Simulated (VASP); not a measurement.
A convergence study with VASP on Ni$_{3}$Si (L1_2): one setting is varied, all else stays as given below, so the limit is that of these other settings. Each run relaxes cell and ions from the cell shown.

```
CELL_PARAMETERS angstrom
      3.51000     0.00000     0.00000
      0.00000     3.51000     0.00000
      0.00000     0.00000     3.51000
ATOMIC_POSITIONS crystal
  Si 0.00000 0.00000 0.00000
  Ni 0.00000 0.50000 0.50000
  Ni 0.50000 0.00000 0.50000
  Ni 0.50000 0.50000 0.00000
```

Method: PBE GGA, VASP's PBE PAW potentials (set 64) (plane waves; VASP). The tightest run used: 550 eV cut-off, 13×13×13 Γ-centred mesh, first-order Methfessel-Paxton smearing of 0.10 eV, potentials Si Ni.

```tsv
setting	relaxed volume (Å³/atom)	E (eV/atom)	irreducible k-points
2×2×2 mesh	10.612	-5.9627	4
3×3×3 mesh	10.832	-5.8815	4
4×4×4 mesh	10.779	-5.9245	10
```

**Question.** These are the cheaper rows. Estimate the results at 13×13×13 mesh, and how far the last row shown lies from them.

**Answer.** 
```tsv
quantity	tightest run	last row shown is off by
relaxed volume (Å³/atom)	10.773	0.005
E (eV/atom)	-5.9200	-0.0044
```

Left out are rungs that failed or repeat a setting and relaxations that didn't move; long series are thinned to 24 rows.

The compound is Ni3Si in the L1_2 structure. The run is not spin-polarised, so no magnetic state was tried.
